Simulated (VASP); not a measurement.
# Sr2C (P4/mmm) in VASP: relaxation of cell and atoms with PBE

Aim: the relaxation of cell and atoms of Sr2C with PBE.

Program: VASP 6.6.1. These are calculated values, not measurements. Logs are shortened: lines on timing, memory, paths and dates and some standing lists are left out, and cuts for length are marked.

## 1. The cell of the first run

The structure is tetragonal, space group P4/mmm (No. 123). Conventional cell: a = 3.366 Å, b = 3.366 Å, c = 6.732 Å, α = 90.00°, β = 90.00°, γ = 90.00°. Sr (site symmetry 4mm) has 4 C at 2.92 Å as nearest neighbours. C (site symmetry 4/mmm) has 8 Sr at 2.92 Å as nearest neighbours.

The cell was built by a generator and needn't be a form met in nature.

## 2. Relaxation of cell and atoms, PBE (ordered vacancies on the anion sites of caesium chloride (P4/mmm, No. 123))

INCAR reads:

```
PREC = Accurate
ENCUT = 600
EDIFF = 1E-6
ISMEAR = 0
SIGMA = 0.1
LREAL = False
LASPH = True
NELM = 80
ALGO = Normal
ISIF = 3
LWAVE = False
LCHARG = False
GGA = PE
IBRION = 2
NSW = 90
EDIFFG = -0.04
```

KPOINTS reads:

```
regular mesh
0
Gamma
  6 6 4
```

POSCAR reads:

```
Sr2C
1.0
    3.3659520700      0.0000000000      0.0000000000
    0.0000000000      3.3659520700      0.0000000000
    0.0000000000      0.0000000000      6.7319041400
Sr C
2 1
Direct
    0.0000000000      0.0000000000      0.7500000000
    0.0000000000      0.0000000000      0.2500000000
    0.5000000000      0.5000000000      0.0000000000
```

Potentials or basis: VASP PAW PBE potentials, release 64 (Sr_sv, C).

Command:

```bash
cat potpaw_PBE.64/Sr_sv/POTCAR potpaw_PBE.64/C/POTCAR > POTCAR
mpirun -np 1 vasp_std > vasp.out
```

OUTCAR:

```text
PREC = Accurate
   ENCUT = 600
   EDIFF = 1E-6
   ISMEAR = 0
   LREAL = False
   LASPH = True
   NELM = 80
   ISIF = 3
   GGA = PE
   IBRION = 2
   NSW = 90
   EDIFFG = -0.04

 ion  position               nearest neighbor table
   1  0.000  0.000  0.750-   3 2.92   3 2.92   3 2.92   3 2.92   2 3.37   2 3.37   2 4.76   2 4.76
                             2 4.76   2 4.76   2 4.76   2 4.76   2 4.76   2 4.76
   2  0.000  0.000  0.250-   3 2.92   3 2.92   3 2.92   3 2.92   1 3.37   1 3.37   1 4.76   1 4.76
                             1 4.76   1 4.76   1 4.76   1 4.76   1 4.76   1 4.76
   3  0.500  0.500  0.000-   1 2.92   2 2.92   1 2.92   2 2.92   1 2.92   2 2.92   1 2.92   2 2.92

  LATTYP: Found a simple tetragonal cell.
 ALAT       =     3.3659520700
 C/A-ratio  =     2.0000000000

  Lattice vectors:

 A1 = (   3.3659520700,   0.0000000000,   0.0000000000)
 A2 = (   0.0000000000,   3.3659520700,   0.0000000000)
 A3 = (   0.0000000000,   0.0000000000,   6.7319041400)

Analysis of symmetry for initial positions (statically):
=====================================================================
 Subroutine PRICEL returns:
 Original cell was already a primitive cell.

 Routine SETGRP: Setting up the symmetry group for a
 simple tetragonal supercell.

 Subroutine GETGRP returns: Found 16 space group operations
 (whereof 16 operations were pure point group operations)
 out of a pool of 16 trial point group operations.

The static configuration has the point symmetry D_4h.

Analysis of symmetry for dynamics (positions and initial velocities):
=====================================================================
 Subroutine PRICEL returns:
 Original cell was already a primitive cell.

 Routine SETGRP: Setting up the symmetry group for a
 simple tetragonal supercell.

 Subroutine GETGRP returns: Found 16 space group operations
 (whereof 16 operations were pure point group operations)
 out of a pool of 16 trial point group operations.

The dynamic configuration has the point symmetry D_4h.

 Subroutine INISYM returns: Found 16 space group operations
 (whereof 16 operations are pure point group operations),
 and found     1 'primitive' translations

----------------------------------------------------------------------------------------

                                     Primitive cell

  volume of cell :      76.2700

  direct lattice vectors                    reciprocal lattice vectors
     3.365952070  0.000000000  0.000000000     0.297092763  0.000000000  0.000000000
     0.000000000  3.365952070  0.000000000     0.000000000  0.297092763  0.000000000
     0.000000000  0.000000000  6.731904140     0.000000000  0.000000000  0.148546381

  length of vectors
     3.365952070  3.365952070  6.731904140     0.297092763  0.297092763  0.148546381

  position of ions in fractional coordinates (direct lattice)
     0.000000000  0.000000000  0.750000000
     0.000000000  0.000000000  0.250000000
     0.500000000  0.500000000  0.000000000

  ion indices of the primitive-cell ions
   primitive index   ion index
                 1           1
                 2           2
                 3           3

----------------------------------------------------------------------------------------

 KPOINTS: regular mesh

Automatic generation of k-mesh.
 Grid dimensions read from file:
 generate k-points for:    6    6    4

 Generating k-lattice:

  Cartesian coordinates                     Fractional coordinates (reciprocal lattice)
     0.049515460  0.000000000  0.000000000     0.166666667  0.000000000  0.000000000
     0.000000000  0.049515460  0.000000000     0.000000000  0.166666667  0.000000000
     0.000000000  0.000000000  0.037136595     0.000000000  0.000000000  0.250000000

  Length of vectors
     0.049515460  0.049515460  0.037136595

  Shift w.r.t. Gamma in fractional coordinates (k-lattice)
     0.000000000  0.000000000  0.000000000

 Subroutine IBZKPT returns following result:
 ===========================================

 Found     30 irreducible k-points:

 Following reciprocal coordinates:
            Coordinates               Weight
  0.000000  0.000000  0.000000      1.000000
  0.166667  0.000000  0.000000      4.000000
  0.333333  0.000000  0.000000      4.000000
  0.500000  0.000000  0.000000      2.000000
  0.166667  0.166667  0.000000      4.000000
  0.333333  0.166667  0.000000      8.000000
[... 16 lines left out ...]
  0.333333  0.000000  0.500000      4.000000
  0.500000  0.000000  0.500000      2.000000
 [... further k-points ...]
   k-points           NKPTS =     30   k-points in BZ     NKDIM =     30   number of bands    NBANDS=     16
   number of dos      NEDOS =    301   number of ions     NIONS =      3
   total plane-waves  NPLWV =  42336
   dimension x,y,z NGX =    28 NGY =   28 NGZ =   54
   dimension x,y,z NGXF=    56 NGYF=   56 NGZF=  108
   ions per type =               2   1
   NGX,Y,Z   is equivalent  to a cutoff of  13.83, 13.83, 13.34 a.u.
   NGXF,Y,Z  is equivalent  to a cutoff of  27.66, 27.66, 26.67 a.u.
 SYSTEM =  unknown system
   PREC   = accura    normal or accurate (medium, high low for compatibility)
   ISTART =      0    job   : 0-new  1-cont  2-samecut
   ICHARG =      2    charge: 1-file 2-atom 10-const
   ISPIN  =      1    spin polarized calculation?
   LNONCOLLINEAR =      F non collinear calculations
   LSORBIT =      F    spin-orbit coupling
   LASPH  =      T    aspherical Exc in radial PAW
   ENCUT  =  600.0 eV  44.10 Ry    6.64 a.u.   6.72  6.72 13.45*2*pi/ulx,y,z
   NELM   =     80;   NELMIN=  2; NELMDL= -5     # of ELM steps
   EDIFF  = 0.1E-05   stopping-criterion for ELM
   LREAL  =      F    real-space projection
   EDIFFG = -.4E-01   stopping-criterion for IOM
   NSW    =     90    number of steps for IOM
   IBRION =      2    ionic relax: 0-MD 1-quasi-New 2-CG
   NFREE  =      1    steps in history (QN), initial steepest desc. (CG)
   ISIF   =      3    stress and relaxation
   ISYM   =      2    0-nonsym 1-usesym 2-fastsym
   POTIM  = 0.5000    time-step for ionic-motion
   TEBEG  =    0.0;   TEEND  =   0.0 temperature during run
   PSTRESS=    0.0 pullay stress
   NELECT =      24.0000    total number of electrons
   NUPDOWN=      -1.0000    fix difference up-down
   EMIN   =  10.00;   EMAX   =-10.00  energy-range for DOS
   EFERMI =   0.00;   METHOD = LEGACY
   ISMEAR =     0;   SIGMA  =   0.10  broadening in eV -4-tet -1-fermi 0-gaus
   EFERMI_NEDOS =   21; number of points for ismear=-14 and -15
   IALGO  =     38    algorithm
   IMIX   =      4    mixing-type and parameters
     AMIX     =   0.40;   BMIX     =  1.00
     AMIX_MAG =   1.60;   BMIX_MAG =  1.00
  volume/ion in A,a.u.               =      25.42       171.57
  Fermi-wavevector in a.u.,A,eV,Ry     =   1.113510  2.104228 16.869915  1.239904
  Thomas-Fermi vector in A             =   2.250095
   LORBIT       =      0    0 simple, 1 ext, 2 COOP (PROOUT), +10 PAW based schemes
   GGA     = PE    functional components
   LHFCALC =     F    Hartree Fock is set to
   AEXX    =    0.0000 exact exchange contribution
   IVDW    =     0    specifies the selected vdW correction
   LEPSILON=     F    determine dielectric tensor
   LRPA    =     F    only Hartree local field effects (RPA)
 conjugate gradient relaxation of ions
 non-spin polarized calculation
 Gauss-broadening in eV      SIGMA  =   0.10
  energy-cutoff  :      600.00
  volume of cell :       76.27
 maximum number of plane-waves:      2588
 NGX is ok and might be reduce to    28
   NGX = 13   NGY = 13   NGZ = 27

--------------------------------------- Ionic step        1  -------------------------------------------

 number of electron      24.0000000 magnetization

 Free energy of the ion-electron system (eV)
  ---------------------------------------------------
  ext. energy  EPLUGINS =         0.00000000
  ---------------------------------------------------
  free energy    TOTEN  =        -9.80267015 eV

  energy without entropy =       -9.78131267  energy(sigma->0) =       -9.79199141

------------------------ aborting loop because EDIFF is reached ----------------------------------------

  FORCE on cell =-STRESS in cart. coord.  units (eV):
  Direction    XX          YY          ZZ          XY          YZ          ZX
  --------------------------------------------------------------------------------------
  -------------------------------------------------------------------------------------
  Total        0.2318091      0.2318091      0.0744579      0.0000000      0.0000000     -0.0000000
  in kB        4.8695329      4.8695329      1.5641107      0.0000000      0.0000000     -0.0000000
  external PRESSURE =       3.7677255 kB  Pullay stress =       0.0000000 kB
[... 22 lines left out ...]
  energy  without entropy=       -9.7813126717  energy(sigma->0) =       -9.79199141

--------------------------------------- Ionic step        2  -------------------------------------------

 number of electron      24.0000000 magnetization

 E-fermi :   2.9619     XC(G=0):  -9.1542

 val. band max:        2.9458710689   @ k =   0.3333   0.1667   0.2500
 cond. band min:       2.9792214126   @ k =   0.0000   0.0000   0.5000
 fundamental gap:      0.0333503437
 Fermi energy:         2.9618866516

 k-point     1 :       0.0000    0.0000    0.0000
  band No.  band energies     occupation
      1     -32.4771      2.00000
      2     -32.3765      2.00000
      3     -15.1269      2.00000
      4     -14.0970      2.00000
      5     -14.0827      2.00000
      6     -14.0827      2.00000
[... 8 lines left out ...]
     15       4.2231      0.00000
     16       5.2113      0.00000
[... 420 lines left out ...]
  band No.  band energies     occupation
      1     -32.3598      2.00000
      2     -32.3214      2.00000
      3     -14.9953      2.00000
      4     -14.8952      2.00000
      5     -14.6324      2.00000
      6     -14.3460      2.00000
[... 8 lines left out ...]
     15       5.8424      0.00000
     16       5.9541      0.00000

 [... further k-points ...]

------------------------ aborting loop because EDIFF is reached ----------------------------------------

  FORCE on cell =-STRESS in cart. coord.  units (eV):
  Direction    XX          YY          ZZ          XY          YZ          ZX
  --------------------------------------------------------------------------------------
  -------------------------------------------------------------------------------------
  Total        0.4195498      0.4195498      0.4820039      0.0000000      0.0000000      0.0000000
  in kB        8.7375330      8.7375330     10.0381992      0.0000000      0.0000000      0.0000000
  external PRESSURE =       9.1710884 kB  Pullay stress =       0.0000000 kB
[... 244 lines left out ...]
  energy  without entropy=      -10.2707575586  energy(sigma->0) =      -10.27778359

--------------------------------------- Ionic step        9  -------------------------------------------

 number of electron      24.0000001 magnetization

 Free energy of the ion-electron system (eV)
  ---------------------------------------------------
  ext. energy  EPLUGINS =         0.00000000
  ---------------------------------------------------
  free energy    TOTEN  =       -10.28497579 eV

  energy without entropy =      -10.27073092  energy(sigma->0) =      -10.27785336

 E-fermi :   2.4469     XC(G=0):  -8.5767

 val. band max:        2.4433875106   @ k =   0.3333   0.1667   0.2500
 cond. band min:       2.4471209756   @ k =   0.3333   0.0000   0.2500
 fundamental gap:      0.0037334650
 Fermi energy:         2.4469050289

 k-point     1 :       0.0000    0.0000    0.0000
  band No.  band energies     occupation
      1     -33.1110      2.00000
      2     -32.9745      2.00000
      3     -15.8062      2.00000
      4     -14.7437      2.00000
      5     -14.7437      2.00000
      6     -14.7084      2.00000
[... 8 lines left out ...]
     15       3.9425      0.00000
     16       4.6436      0.00000
[... 420 lines left out ...]
  band No.  band energies     occupation
      1     -33.0333      2.00000
      2     -32.9053      2.00000
      3     -15.6101      2.00000
      4     -15.6000      2.00000
      5     -15.3866      2.00000
      6     -14.6796      2.00000
[... 8 lines left out ...]
     15       4.6036      0.00000
     16       5.2360      0.00000

 [... further k-points ...]

------------------------ aborting loop because EDIFF is reached ----------------------------------------

  FORCE on cell =-STRESS in cart. coord.  units (eV):
  Direction    XX          YY          ZZ          XY          YZ          ZX
  --------------------------------------------------------------------------------------
  -------------------------------------------------------------------------------------
  Total        0.0507917      0.0507917      0.0602392      0.0000000      0.0000000      0.0000000
  in kB        0.9423728      0.9423728      1.1176588      0.0000000      0.0000000      0.0000000
  external PRESSURE =       1.0008015 kB  Pullay stress =       0.0000000 kB
[... 18 lines left out ...]
  FREE ENERGIE OF THE ION-ELECTRON SYSTEM (eV)
  ---------------------------------------------------
  free  energy   TOTEN  =       -10.2849757949 eV

  energy  without entropy=      -10.2707309178  energy(sigma->0) =      -10.27785336

 reached required accuracy - stopping structural energy minimisation
```

Wall time 2.7 min (1 thread of Intel Xeon Platinum 8488C (Sapphire Rapids), shared host); peak memory 0.22 GiB.

Results:

```yaml
Free_energy: -10.2850 eV
Relaxed_volume: 28.78 Å³/atom
Relaxed_cell: a = 3.429 Å, b = 3.429 Å, c = 7.342 Å, α = 90.00°, β = 90.00°, γ = 90.00°
Space_group_after_relaxing_to_0.05_Å: P4/mmm (No. 123)
Energy_gained_by_relaxing: 160.8 meV/atom
Ionic_steps: 9
Pressure_after_relaxing: 0.1 GPa
Largest_force_after_relaxing: 0.004 eV/Å
Band_gap_on_the_k_mesh: none (metal or under the smearing width)
```

Forces in eV/Å, atoms in the order of the input:
```
Sr   0.000  0.000  0.004
Sr   0.000  0.000 -0.004
C    0.000  0.000  0.000
```

The path:
```
step  energy change (eV)  largest force (eV/Å)  pressure (GPa)  volume (Å³)
   1              0.0000                1.5895            0.38        76.27
   2             -0.2121                1.1152            0.92        76.93
   3             -0.3791                0.0308            2.44        78.08
   4             -0.4622                0.1700           -0.07        84.57
   5             -0.4665                0.2212           -0.76        86.84
   6             -0.4803                0.1220           -0.21        86.51
   7             -0.4814                0.0857            0.00        86.38
   8             -0.4821                0.0331            0.15        86.34
   9             -0.4823                0.0036            0.10        86.35
```

Final structure:
```
Sr C
1.0
     3.42942    0.00000    0.00000
     0.00000    3.42942    0.00000
     0.00000    0.00000    7.34243
Sr C
2 1
Cartesian
  0.0000 0.0000 5.8349
  0.0000 0.0000 1.5075
  1.7147 1.7147 0.0000
```
